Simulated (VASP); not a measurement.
Consider the following.

```
CELL_PARAMETERS angstrom
     -2.60040     2.60040     2.60040
      2.60040    -2.60040     2.60040
      2.60040     2.60040    -2.60040
ATOMIC_POSITIONS crystal
  K  0.00000 0.00000 0.00000
```

Method: PBE GGA, VASP's PBE PAW potentials (set 64) (plane waves; VASP 6.6.1). Settings: 480 eV cut-off, 10×10×10 Γ-centred mesh, first-order Methfessel-Paxton smearing of 0.10 eV, potentials K_sv.

Question: Predict the energy per atom (σ→0), band gap (on the k-mesh) with the smallest direct gap where there is one.

Answer: 
```yaml
band gap (on the k-mesh): none (metal, semimetal or under 0.01 eV)
energy per atom (σ→0): -1.042 eV/atom
```

The compound is K in the bcc structure. This cell was strained or had an atom moved on purpose.
